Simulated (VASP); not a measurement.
Data:

```yaml
crystal:
  lattice:
    - [0.00000, 3.46011, 3.46011]
    - [3.46011, 0.00000, 3.46011]
    - [3.46011, 3.46011, 0.00000]
  atoms:
    - { symbol: Sr, position: [0.00000, 0.00000, 0.00000] }
    - { symbol: Cl, position: [0.25000, 0.25000, 0.25000] }
    - { symbol: Cl, position: [0.75000, 0.75000, 0.75000] }
```

All values below come from PBEsol GGA, VASP's PBE PAW potentials (set 64) (plane waves; VASP 6.6.1). Numerical set-up: 400 eV cut-off, Gaussian smearing of 0.050 eV, potentials Sr_sv Cl.

Task: Give the energies of bands 7 to 15 at the high-symmetry points, in eV from the valence-band maximum.

Result: 
| band | Γ | X | U | L | W |
|---|---|---|---|---|---|
| 7 | -2.26 | -2.92 | -2.70 | -1.67 | -2.61 |
| 8 | -2.26 | -1.97 | -2.02 | -1.67 | -2.35 |
| 9 | -2.26 | -1.97 | -1.81 | -1.58 | -1.28 |
| 10 | -0.35 | -0.43 | -0.77 | -1.40 | -1.28 |
| 11 | -0.35 | -0.43 | -0.57 | -1.10 | -0.34 |
| 12 | -0.35 | 0.00 | -0.12 | -1.10 | -0.11 |
| 13 | 5.22 | 5.34 | 5.82 | 6.62 | 6.11 |
| 14 | 5.96 | 6.99 | 7.08 | 6.62 | 6.92 |
| 15 | 5.96 | 7.57 | 7.27 | 7.50 | 7.17 |

The gap is indirect, 5.22 eV, from the valence maximum at X to the conduction minimum at Γ.

Measured: gap 7.50 eV (computed value off by -2.28 eV), as given by Andrés Aguado et al., Journal of the Physical Society of Japan (1999), arXiv:cond-mat/9901145.

The compound is SrCl2 in the fluorite structure. It was relaxed first.
